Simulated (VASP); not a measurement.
Computed with LDA (Ceperley-Alder, Perdew-Zunger), VASP's LDA PAW potentials (set 64) (plane waves; VASP). Each cell was relaxed at this level.

Task: Which of these has an unstable (imaginary) mode at Γ?
A) BaSrO2, P4/mmm (123)
B) PbSe, Fm-3m (225)
C) CsBH4, F-43m (216)
D) CdF2, Fm-3m (225)

Result: A, BaSrO2, P4/mmm (123). Its optical Γ-point modes are 100i, 22 (×2), 104 (×2), 170, 238 (×2), 300 cm⁻¹.
